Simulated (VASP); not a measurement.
Given:

```xyz
63
Lattice="11.5674 0.0000 0.0000 0.0000 11.5674 0.0000 0.0000 0.0000 11.5674" Properties=species:S:1:pos:R:3 pbc="T T T"
Ge     5.7837     0.0000     0.0000
Ge     7.2296     1.4459     1.4459
Ge     8.6755     2.8918     0.0000
Ge    10.1215     4.3378     1.4459
Ge     8.6755     0.0000     2.8918
Ge    10.1215     1.4459     4.3378
Ge     0.0000     0.0000     0.0000
Ge     1.4459     1.4459     1.4459
Ge     2.8918     2.8918     0.0000
Ge     4.3378     4.3378     1.4459
Ge     5.7837     5.7837     0.0000
Ge     7.2296     7.2296     1.4459
Ge     8.6755     8.6755     0.0000
Ge    10.1215    10.1215     1.4459
Ge     2.8918     0.0000     2.8918
Ge     4.3378     1.4459     4.3378
Ge     5.7750     2.8575     2.8608
Ge     8.6446     5.8197     2.9112
Ge    10.1215     7.2296     4.3378
Ge     5.7837     0.0000     5.7837
Ge     7.2296     1.4459     7.2296
Ge     8.6320     2.8666     5.7355
Ge    10.1215     4.3378     7.2296
Ge     8.6755     0.0000     8.6755
Ge    10.1215     1.4459    10.1215
Ge     0.0000     5.7837     0.0000
Ge     1.4459     7.2296     1.4459
Ge     2.8918     8.6755     0.0000
Ge     4.3378    10.1215     1.4459
Ge     0.0000     2.8918     2.8918
Ge     1.4459     4.3378     4.3378
Ge     2.8918     5.7837     2.8918
Ge     4.3378     7.2296     4.3378
Ge     5.7837     8.6755     2.8918
Ge     7.2296    10.1215     4.3378
Ge     0.0000     0.0000     5.7837
Ge     1.4459     1.4459     7.2296
Ge     2.8918     2.8918     5.7837
Ge     4.3378     4.3378     7.2296
Ge     7.2296     7.2296     7.2296
Ge     8.6755     8.6755     5.7837
Ge    10.1215    10.1215     7.2296
Ge     2.8918     0.0000     8.6755
Ge     4.3378     1.4459    10.1215
Ge     5.7837     2.8918     8.6755
Ge     7.2296     4.3378    10.1215
Ge     8.6755     5.7837     8.6755
Ge    10.1215     7.2296    10.1215
Ge     0.0000     8.6755     2.8918
Ge     1.4459    10.1215     4.3378
Ge     0.0000     5.7837     5.7837
Ge     1.4459     7.2296     7.2296
Ge     2.8918     8.6755     5.7837
Ge     4.3378    10.1215     7.2296
Ge     0.0000     2.8918     8.6755
Ge     1.4459     4.3378    10.1215
Ge     2.8918     5.7837     8.6755
Ge     4.3378     7.2296    10.1215
Ge     5.7837     8.6755     8.6755
Ge     7.2296    10.1215    10.1215
Ge     0.0000     8.6755     8.6755
Ge     1.4459    10.1215    10.1215
Sb     5.7550     5.7968     5.7481
```
Cell charge -1.

Method: PBE GGA, VASP's PBE PAW potentials (set 64) (plane waves; VASP). Run with PREC = Normal, LREAL = Auto, ISYM = 0, NELECT = 254.0, EDIFF = 1E-5, 400 eV cut-off, 1×1×1 Γ-centred mesh, Gaussian smearing of 0.050 eV, potentials Ge Sb. Starting moments (MAGMOM): 63*0.0317. The cell's moment is fixed (NUPDOWN = 2).

The cell is charged, with a uniform compensating background. The supercell is sampled at Γ alone, which is coarse: total energies, pressure and levels can be off, energies of defects by several tenths of an eV.

**Question.** The ions are relaxed. What does this cell relax into?

**Answer.** 
```xyz
63
Lattice="11.5674 0.0000 0.0000 0.0000 11.5674 0.0000 0.0000 0.0000 11.5674" Properties=species:S:1:pos:R:3 pbc="T T T"
Ge     5.7624     0.0152     0.0110
Ge     7.2394     1.4655     1.4665
Ge     8.6687     2.9002     0.0067
Ge    10.0958     4.3312     1.4717
Ge     8.6691     0.0025     2.8972
Ge    10.0947     1.4694     4.3270
Ge     0.0013    11.5641    11.5616
Ge     1.4317     1.4464     1.4436
Ge     2.8913     2.8723     0.0070
Ge     4.3615     4.3376     1.4563
Ge     5.7919     5.7755     0.0024
Ge     7.2258     7.2053     1.4600
Ge     8.6938     8.6711     0.0080
Ge    10.1228    10.1296     1.4423
Ge     2.8903     0.0118     2.8718
Ge     4.3612     1.4568     4.3400
Ge     5.8355     2.9528     2.9542
Ge     8.6006     5.7270     2.9643
Ge    10.1050     7.2040     4.3392
Ge     5.7908    11.5673     5.7760
Ge     7.2258     1.4608     7.2007
Ge     8.5977     2.9641     5.7177
Ge    10.1032     4.3377     7.1978
Ge     8.6932     0.0141     8.6718
Ge    10.1213     1.4471    10.1314
Ge    11.5494     5.8039     0.0141
Ge     1.4483     7.2292     1.4433
Ge     2.8837     8.6824    11.5671
Ge     4.3350    10.1202     1.4429
Ge    11.5599     2.9004     2.8999
Ge     1.4522     4.3318     4.3317
Ge     2.8826     5.7773     2.8828
Ge     4.3030     7.2640     4.2865
Ge     5.7869     8.6878     2.8837
Ge     7.2357    10.1153     4.3318
Ge    11.5497     0.0173     5.8031
Ge     1.4486     1.4455     7.2284
Ge     2.8831     2.8855     5.7778
Ge     4.3050     4.2905     7.2619
Ge     7.2772     7.2627     7.2600
Ge     8.6833     8.6868     5.7785
Ge    10.1222    10.1197     7.2306
Ge     2.8827    11.5672     8.6803
Ge     4.3353     1.4444    10.1139
Ge     5.7894     2.8854     8.6837
Ge     7.2356     4.3313    10.1160
Ge     8.6811     5.7760     8.6816
Ge    10.1211     7.2281    10.1136
Ge    11.5555     8.6714     2.8723
Ge     1.4335    10.1307     4.3334
Ge    11.5633     5.7750     5.7739
Ge     1.4252     7.2243     7.2251
Ge     2.8733     8.6895     5.8182
Ge     4.3393    10.1377     7.2252
Ge    11.5526     2.8735     8.6683
Ge     1.4328     4.3338    10.1281
Ge     2.8743     5.8191     8.6912
Ge     4.3400     7.2248    10.1402
Ge     5.7460     8.6890     8.6902
Ge     7.2328    10.1301    10.1277
Ge    11.5661     8.6827     8.6818
Ge     1.4470    10.1193    10.1188
Sb     6.0101     5.5581     5.5549
```
Cell charge -1. The cell ends with 2.00 μB, on the first 30 sites 0.02 0.02 0.01 0.02 0.01 0.02 0.01 0.02 0.02 0.02 0.01 0.02 0.02 0.02 0.02 0.02 0.03 0.03 0.02 0.01 0.02 0.03 0.02 0.02 0.02 0.02 0.02 0.01 0.02 0.01 μB.

**Question.** How much energy does the relaxation gain?

**Answer.** The energy (σ→0) changes by -9.6 meV/atom, in 18 ionic steps.

```
step  E(σ→0) (eV)  max force (eV/Å)  pressure (GPa)  volume (Å³)
----  -----------  ----------------  --------------  -----------
1       -269.9719             1.968            3.10      1547.77
2       -270.3784             0.920            2.97      1547.77
3       -270.4436             0.554            2.91      1547.77
4       -270.4441             0.571            2.92      1547.77
5       -270.4945             0.360            2.87      1547.77
6       -270.5116             0.259            2.84      1547.77
7       -270.5119             0.255            2.83      1547.77
8       -270.5300             0.195            2.80      1547.77
9       -270.5390             0.135            2.74      1547.77
10      -270.5510             0.126            2.71      1547.77
11      -270.5564             0.116            2.67      1547.77
12      -270.5571             0.113            2.65      1547.77
13      -270.5667             0.058            2.64      1547.77
14      -270.5701             0.065            2.62      1547.77
15      -270.5703             0.076            2.61      1547.77
16      -270.5739             0.035            2.60      1547.77
17      -270.5742             0.044            2.60      1547.77
18      -270.5753             0.026            2.59      1547.77
```

The cell is a supercell with a defect, built from Ge (diamond): Sb_Ge-vac_Ge, charge -1.
